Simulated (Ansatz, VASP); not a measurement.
# Two plane-wave programs on Tl3HS

Contents of INCAR:

```
PREC = Accurate
ENCUT = 520
EDIFF = 1E-6
ISMEAR = 0
SIGMA = 0.05
LREAL = False
LASPH = True
NELM = 100
ALGO = Normal
ISIF = 2
LWAVE = False
LCHARG = True
GGA = PE
LELF = True
LVHAR = True
NBANDS = 31
```

KPOINTS

```
regular mesh
0
Gamma
  4 4 4
```

Contents of POSCAR:

```
Tl3HS
1.0
    5.2309208239      0.0000000000      0.0000000000
    0.0000000000      5.2309208239      0.0000000000
    0.0000000000      0.0000000000      5.2309208239
S H Tl
1 1 3
Direct
    0.0000000000      0.0000000000      0.0000000000
    0.5000000000      0.5000000000      0.5000000000
    0.5000000000      0.5000000000      0.0000000000
    0.5000000000      0.0000000000      0.5000000000
    0.0000000000      0.5000000000      0.5000000000
```

Input for Ansatz:

```yaml
crystal:
  lattice:
    - [5.2309208239, 0.0, 0.0]
    - [0.0, 5.2309208239, 0.0]
    - [0.0, 0.0, 5.2309208239]
  atoms:
    - { symbol: S, position: [0.0, 0.0, 0.0] }
    - { symbol: H, position: [0.5, 0.5, 0.5] }
    - { symbol: Tl, position: [0.5, 0.5, 0.0] }
    - { symbol: Tl, position: [0.5, 0.0, 0.5] }
    - { symbol: Tl, position: [0.0, 0.5, 0.5] }
basis:
  ecutwfc: 420
kpoints:
  mp_grid: { grid: [4, 4, 4] }
hamiltonian:
  xc: pbe
scf:
  occupations: { method: gaussian, width: 0.05 }
output:
  forces: true
  stress: true
  eigenvalues: true
```

The cell comes from a database or a generator and needn't be the stable form of this composition.

Alike in both runs: task single point; functional PBE; k mesh 4 × 4 × 4; occupations gaussian, width 0.05 eV; no spin polarisation.

|  | VASP | Ansatz |
| --- | --- | --- |
| version | VASP 6.6.1 | Ansatz 0.2.0 |
| potentials or method | VASP PAW PBE potentials, release 64 (S, H, Tl_d) | scalar-relativistic, plane waves, PAW |
| plane-wave cutoff (eV) | 520 | 420 |
| valence electrons in the cell | 46 | 46 |

Ansatz gave:

| Property | Result |
| --- | --- |
| gap on the k mesh at the Fermi level (eV) | none |
| pressure (GPa) | -2.6 |

Question: Which values does VASP return?

Answer: gap on the k mesh at the Fermi level (eV): none; pressure (GPa): -2.7.

A gap of «none» marks a metal or a gap that the smearing closes. With one functional, cell and mesh, what is left measures potentials, basis and numerics.

Spin-orbit coupling is left out, which matters for the levels of Tl.
